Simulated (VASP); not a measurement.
# Sr2MnSi2O7: structure and properties in VASP, part 8 of 14

What structure and properties does LDA + U give Sr2MnSi2O7, and how near are they to the measured ones? The start is a cell from a database of measured crystal structures.

VASP 6.6.1; LDA, DFT+U (Mn d 3 eV), spin-polarised from a ferromagnetic start; plane waves and PAW (Sr_sv, Mn_pv, Si, O).

Still holding for the runs below: The magnetic state follows from one typed start and may not be the lowest. Experiment finds antiferromagnetic order in this phase (below 3.4 K, arxiv:2410.22741), so this ferromagnetic run describes another state.

So far, gap on the k-mesh (eV): step 2 (relaxing cell and atoms (LDA + U)) 2.34; step 3 (second relaxation) 2.34; step 4 (single point with fields (LDA + U)) 2.34; step 6 (density of states (LDA + U)) 2.33.

## Step 7: Field gradients at the nuclei (LDA + U) (continued)

Parts of OUTCAR (step 7):

```text
   k-points           NKPTS =      9   k-points in BZ     NKDIM =      9   number of bands    NBANDS=    125

   NELECT =     166.0000    total number of electrons

atom =   5  type =  2  l = 2

 onsite density matrix

spin component  1

  0.9463 -0.0000  0.0000 -0.0000 -0.0029
 -0.0000  0.9449 -0.0000 -0.0000  0.0000
  0.0000 -0.0000  0.9381 -0.0000  0.0000
 -0.0000 -0.0000 -0.0000  0.9449  0.0000
 -0.0029  0.0000  0.0000  0.0000  0.9466

spin component  2

  0.0649  0.0000  0.0000 -0.0000 -0.0295
  0.0000  0.0748  0.0000 -0.0000 -0.0000
  0.0000  0.0000  0.0246  0.0000  0.0000
 -0.0000 -0.0000  0.0000  0.0748 -0.0000
 -0.0295 -0.0000  0.0000 -0.0000  0.0670

 occupancies and eigenvectors

  o =  0.0246  v =  0.0000  0.0000  0.0000  0.0000  0.0000  0.0000  0.0000 -1.0000  0.0000  0.0000      0.0000  0.0000  0.0000  0.0000  0.0000  0.0000  0.0000  0.0000  0.0000  0.0000
  o =  0.0364  v =  0.0000  0.0000  0.0000  0.0000  0.0000  0.7195  0.0000  0.0000  0.0000  0.6945      0.0000  0.0000  0.0000  0.0000  0.0000  0.0000  0.0000  0.0000  0.0000  0.0000
  o =  0.0748  v =  0.0000  0.0000  0.0000  0.0000  0.0000 -0.0000  1.0000  0.0000 -0.0030  0.0000      0.0000  0.0000  0.0000  0.0000  0.0000  0.0000  0.0000  0.0000  0.0000  0.0000
  o =  0.0748  v =  0.0000  0.0000  0.0000  0.0000  0.0000  0.0000 -0.0030 -0.0000 -1.0000 -0.0000      0.0000  0.0000  0.0000  0.0000  0.0000  0.0000  0.0000  0.0000  0.0000  0.0000
  o =  0.0956  v =  0.0000  0.0000  0.0000  0.0000  0.0000 -0.6945 -0.0000  0.0000 -0.0000  0.7195      0.0000  0.0000  0.0000  0.0000  0.0000  0.0000  0.0000  0.0000  0.0000  0.0000
  o =  0.9381  v =  0.0000  0.0000 -1.0000 -0.0000  0.0000  0.0000  0.0000  0.0000  0.0000  0.0000      0.0000  0.0000  0.0000  0.0000  0.0000  0.0000  0.0000  0.0000  0.0000  0.0000
  o =  0.9435  v =  0.7243 -0.0000  0.0000 -0.0000  0.6894  0.0000  0.0000  0.0000  0.0000  0.0000      0.0000  0.0000  0.0000  0.0000  0.0000  0.0000  0.0000  0.0000  0.0000  0.0000
  o =  0.9449  v = -0.0000  0.0266  0.0000 -0.9996 -0.0000  0.0000  0.0000  0.0000  0.0000  0.0000      0.0000  0.0000  0.0000  0.0000  0.0000  0.0000  0.0000  0.0000  0.0000  0.0000
  o =  0.9449  v =  0.0000  0.9996  0.0000  0.0266  0.0000  0.0000  0.0000  0.0000  0.0000  0.0000      0.0000  0.0000  0.0000  0.0000  0.0000  0.0000  0.0000  0.0000  0.0000  0.0000
  o =  0.9493  v = -0.6894  0.0000  0.0000  0.0000  0.7243  0.0000  0.0000  0.0000  0.0000  0.0000      0.0000  0.0000  0.0000  0.0000  0.0000  0.0000  0.0000  0.0000  0.0000  0.0000

atom =   6  type =  2  l = 2

 onsite density matrix

spin component  1

  0.9463 -0.0000 -0.0000 -0.0000  0.0029
 -0.0000  0.9449  0.0000  0.0000 -0.0000
 -0.0000  0.0000  0.9381 -0.0000 -0.0000
 -0.0000  0.0000 -0.0000  0.9449  0.0000
  0.0029 -0.0000 -0.0000  0.0000  0.9466

spin component  2

  0.0649  0.0000  0.0000 -0.0000  0.0295
  0.0000  0.0748 -0.0000 -0.0000  0.0000
  0.0000 -0.0000  0.0246 -0.0000 -0.0000
 -0.0000 -0.0000 -0.0000  0.0748 -0.0000
  0.0295  0.0000 -0.0000 -0.0000  0.0670

 occupancies and eigenvectors

  o =  0.0246  v =  0.0000  0.0000  0.0000  0.0000  0.0000  0.0000 -0.0000 -1.0000  0.0000 -0.0000      0.0000  0.0000  0.0000  0.0000  0.0000  0.0000  0.0000  0.0000  0.0000  0.0000
  o =  0.0364  v =  0.0000  0.0000  0.0000  0.0000  0.0000  0.7195  0.0000  0.0000 -0.0000 -0.6945      0.0000  0.0000  0.0000  0.0000  0.0000  0.0000  0.0000  0.0000  0.0000  0.0000
  o =  0.0748  v =  0.0000  0.0000  0.0000  0.0000  0.0000  0.0000 -0.0007  0.0000  1.0000  0.0000      0.0000  0.0000  0.0000  0.0000  0.0000  0.0000  0.0000  0.0000  0.0000  0.0000
  o =  0.0748  v =  0.0000  0.0000  0.0000  0.0000  0.0000  0.0000 -1.0000  0.0000 -0.0007  0.0000      0.0000  0.0000  0.0000  0.0000  0.0000  0.0000  0.0000  0.0000  0.0000  0.0000
  o =  0.0956  v =  0.0000  0.0000  0.0000  0.0000  0.0000 -0.6945 -0.0000  0.0000  0.0000 -0.7195      0.0000  0.0000  0.0000  0.0000  0.0000  0.0000  0.0000  0.0000  0.0000  0.0000
[...]
...
     84       2.7990      1.00000
     85       2.9704      1.00000
     86       2.9795      1.00000
     87       3.2531      1.00000
     88       3.3572      1.00000
     89       6.3972      0.00000
     90       7.4084      0.00000
     91       7.8436      0.00000
     92       7.9607      0.00000
     93       8.1985      0.00000
    ...

  Total       -0.0053340     -0.0053340     -0.1773172      0.0000000      0.0000000      0.0000000
  in kB       -0.0260918     -0.0260918     -0.8673595      0.0000000      0.0000000      0.0000000
  external PRESSURE =      -0.3065144 kB  Pullay stress =       0.0000000 kB

 POSITION                                       TOTAL-FORCE (eV/Angst)
 -----------------------------------------------------------------------------------
      2.68681      1.32842      2.57164        -0.004187      0.004187     -0.005112
      1.32842      5.34366      2.50738         0.004187      0.004187      0.005112
      5.34366      6.70204      2.57164         0.004187     -0.004187     -0.005112
      6.70204      2.68681      2.50738        -0.004187     -0.004187      0.005112
      0.00000      0.00000      0.00000        -0.000000     -0.000000      0.000000
      4.01523      4.01523      0.00000        -0.000000     -0.000000      0.000000
      1.10654      2.90869      4.77263        -0.000100      0.000100      0.002349
      2.90869      6.92392      0.30640         0.000100      0.000100     -0.002349
      6.92392      5.12178      4.77263         0.000100     -0.000100      0.002349
      5.12178      1.10654      0.30640        -0.000100     -0.000100     -0.002349
      4.01523      0.00000      0.85428        -0.000000     -0.000000      0.005797
      0.00000      4.01523      4.22475        -0.000000     -0.000000     -0.005797
      1.12080      2.89443      1.29531         0.002021     -0.002021     -0.005651
      2.89443      6.90966      3.78372        -0.002021     -0.002021      0.005651
      6.90966      5.13604      1.29531        -0.002021      0.002021     -0.005651
      5.13604      1.12080      3.78372         0.002021      0.002021      0.005651
      0.63158      1.55421      4.00571        -0.007776      0.000211     -0.002757
      1.55421      7.39888      1.07332         0.000211      0.007776      0.002757
      7.39888      6.47626      4.00571         0.007776     -0.000211     -0.002757
      6.47626      0.63158      1.07332        -0.000211     -0.007776      0.002757
      4.64682      2.46103      1.07332        -0.007776     -0.000211      0.002757
      5.56944      4.64682      4.00571         0.000211     -0.007776     -0.002757
      3.38365      5.56944      1.07332         0.007776      0.000211      0.002757
      2.46103      3.38365      4.00571        -0.000211      0.007776     -0.002757
 -----------------------------------------------------------------------------------
    total drift:                                0.000001      0.000001     -0.000000

  FREE ENERGIE OF THE ION-ELECTRON SYSTEM (eV)
  ---------------------------------------------------
  free  energy   TOTEN  =      -196.2210214036 eV

  energy  without entropy=     -196.2210214036  energy(sigma->0) =     -196.22102140

 Electric field gradients after diagonalization (V/A^2)
 (convention: |V_zz| > |V_xx| > |V_yy|)
----------------------------------------------------------------------
 ion       V_xx      V_yy      V_zz     asymmetry (V_yy - V_xx)/ V_zz
----------------------------------------------------------------------
   1      43.804    18.787   -62.591       0.400
   2      43.804    18.787   -62.591       0.400
   3      43.804    18.787   -62.591       0.400
   4      43.804    18.787   -62.591       0.400
   5     -15.113   -15.113    30.227       0.000
   6     -15.113   -15.113    30.227       0.000
   7     -35.207    -1.534    36.741       0.916
   8     -35.207    -1.534    36.741       0.916
   9     -35.207    -1.534    36.741       0.916
  10     -35.207    -1.534    36.741       0.916
  11     -38.580   -21.393    59.973       0.287
  12     -38.580   -21.393    59.973       0.287
  13     -17.999   -15.770    33.769       0.066
  14     -17.999   -15.770    33.769       0.066
  15     -17.999   -15.770    33.769       0.066
  16     -17.999   -15.770    33.769       0.066
  17     -23.944   -12.247    36.191       0.323
  18     -23.944   -12.247    36.191       0.323
  19     -23.944   -12.247    36.191       0.323
  20     -23.944   -12.247    36.191       0.323
  21     -23.944   -12.247    36.191       0.323
  22     -23.944   -12.247    36.191       0.323
  23     -23.944   -12.247    36.191       0.323
  24     -23.944   -12.247    36.191       0.323
----------------------------------------------------------------------

[... 10 parts as in an earlier step ...]

[... 12 further parts left out ...]
[key lines of the parts left out:]
E-fermi :   3.8228
```

This step gave:

* SCF cycles: 72
* bands: 125
* irreducible k-points: 9
* Fermi energy: 3.823 eV
* pressure: -0.03065 GPa
* valence top at k: 0, 0, 0.4
* gap on the k-mesh: 2.339 eV

Electric field gradients, by row:

| atom | Vxx (V/Å²) | Vyy (V/Å²) | Vzz (V/Å²) | asymmetry |
| --- | --- | --- | --- | --- |
| Sr1 | 43.8 | 18.79 | -62.59 | 0.4 |
| Sr2 | 43.8 | 18.79 | -62.59 | 0.4 |
| Sr3 | 43.8 | 18.79 | -62.59 | 0.4 |
| Sr4 | 43.8 | 18.79 | -62.59 | 0.4 |
| Mn5 | -15.11 | -15.11 | 30.23 | 0 |
| Mn6 | -15.11 | -15.11 | 30.23 | 0 |
| Si7 | -35.21 | -1.534 | 36.74 | 0.916 |
| Si8 | -35.21 | -1.534 | 36.74 | 0.916 |
| Si9 | -35.21 | -1.534 | 36.74 | 0.916 |
| Si10 | -35.21 | -1.534 | 36.74 | 0.916 |
| O11 | -38.58 | -21.39 | 59.97 | 0.287 |
| O12 | -38.58 | -21.39 | 59.97 | 0.287 |
| O13 | -18 | -15.77 | 33.77 | 0.066 |
| O14 | -18 | -15.77 | 33.77 | 0.066 |
| O15 | -18 | -15.77 | 33.77 | 0.066 |
| O16 | -18 | -15.77 | 33.77 | 0.066 |
| O17 | -23.94 | -12.25 | 36.19 | 0.323 |
| O18 | -23.94 | -12.25 | 36.19 | 0.323 |
| O19 | -23.94 | -12.25 | 36.19 | 0.323 |
| O20 | -23.94 | -12.25 | 36.19 | 0.323 |
| O21 | -23.94 | -12.25 | 36.19 | 0.323 |
| O22 | -23.94 | -12.25 | 36.19 | 0.323 |
| O23 | -23.94 | -12.25 | 36.19 | 0.323 |
| O24 | -23.94 | -12.25 | 36.19 | 0.323 |

The largest gradient, -62.59 V/Å², sits on Sr1 and like sites; times the quadrupole moment of a nucleus that has one, it gives the coupling that NMR and NQR see.

(Part 8 of 14 ends here.)

[Lines on the potential files, build, host, timing and source positions are cut from VASP's logs without a mark.]

[Logs are printed without paths, hosts, clocks, repeated set-up lines and the standing remarks that a program may print on its own settings, such as how far it seeks lower states.]

[Hosts, paths, dates, database ids (printed as entryN), source tags and the programs' standing remarks are cut or masked in the printed files.]

[A measured line is paired with the nearest computed mode of its activity, which favours agreement.]
